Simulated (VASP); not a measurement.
Wanted: the native input for a VASP 6.6.1 run.

```
Task                   : relaxation of cell and atoms
Functional             : PBE
Potentials or basis    : VASP PAW PBE potentials, release 64 (Be, Al)
Cutoff                 : 600 eV
k mesh                 : 3 × 3 × 7
Occupations            : fermi-dirac, width 0.05 eV
Spin                   : no spin polarisation
Further INCAR settings : ALGO = Normal; EDIFF = 1e-06; IBRION = 2; EDIFFG = -0.02; NSW = 60; ISIF = 3
```

The structure of Be2Al5 lies in POSCAR:

```
Be2Al5
1.0
    6.4105600000      0.0000000000      0.0000000000
    0.0000000000      6.4105600000      0.0000000000
    0.0000000000      0.0000000000      2.6880600000
Be Al
2 5
Direct
    0.5000000000      0.0000000000      0.0000000000
    0.0000000000      0.5000000000      0.0000000000
    0.7906600000      0.7906600000      0.5000000000
    0.2093400000      0.2093400000      0.5000000000
    0.2093400000      0.7906600000      0.5000000000
    0.7906600000      0.2093400000      0.5000000000
    0.5000000000      0.5000000000      0.5000000000
```

The cell was built by a generator and needn't be a form met in nature.

One way to write it, as run:

INCAR

```
ALGO = Normal
EDIFF = 1E-6
EDIFFG = -0.02
ENCUT = 600
GGA = PE
IBRION = 2
ISIF = 3
ISMEAR = -1
LASPH = T
LCHARG = F
LREAL = F
LWAVE = F
NELM = 80
NSW = 60
PREC = Accurate
SIGMA = 0.05
```

KPOINTS

```
k-points
0
Gamma
  3 3 7
```

Potentials or basis: VASP PAW PBE potentials, release 64 (Be, Al).

Command:

```bash
$ cat potpaw_PBE.64/Be/POTCAR potpaw_PBE.64/Al/POTCAR > POTCAR
$ mpirun -np 1 vasp_std > vasp.out
```

Results of the run:

```yaml
Relaxed_volume: 15.81 Å³/atom
Relaxed_cell: a = 6.362 Å, b = 6.362 Å, c = 2.734 Å, α = 90.00°, β = 90.00°, γ = 90.00°
Space_group_after_relaxing_to_0.05_Å: P4/mmm (No. 123)
Energy_gained_by_relaxing: 1.8 meV/atom
Ionic_steps: 13
Pressure_after_relaxing: 0.0 GPa
Largest_force_after_relaxing: 0.009 eV/Å
```

Run time: 58 s on 1 thread of Intel(R) Xeon(R) 6975P-C (Granite Rapids), on a shared host, peak memory 0.25 GiB.
